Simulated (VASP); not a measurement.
Cd3SrO4 (ordered alloy cell): computed properties

The numbers are results of PBEsol GGA, VASP's PBE PAW potentials (set 64) (plane waves; VASP), not measurements.

| Quantity | Result |
|---|---|
| space group | R-3m (166) |
| cell | a = 3.434 Å, b = 3.434 Å, c = 32.501 Å, α = 90.00°, β = 90.00°, γ = 120.00° |
| volume per atom | 13.83 Å^3/atom |
| band gap (over mesh and band path) | 0.45 eV |
| smallest direct gap (over mesh and band path) | 0.55 eV |
| band-edge character | indirect, L to Γ |
| density | 7.34 g/cm³ |

Space group R-3m, hexagonal axes (No. 166); a = b = 3.4337 Å, c = 32.5006 Å, α = β = 90.00°, γ = 120.00°

```tsv
atom	site	symmetry	x	y	z
Sr	3a	-3m	0.0000	0.0000	0.0000
O	6c	3m	0.0000	0.0000	0.3787
O	6c	3m	0.0000	0.0000	0.1263
Cd	6c	3m	0.0000	0.0000	0.2472
Cd	3b	-3m	0.0000	0.0000	0.5000
```
(The calculation used a cell of 8 atoms; values per cell refer to that cell.)

The structure was generated: Cd3SrO4 was put into an ordered model structure (R-3m), which need not be its known phase. It was relaxed first. Symmetry was kept, so distortions that lower it aren't found.
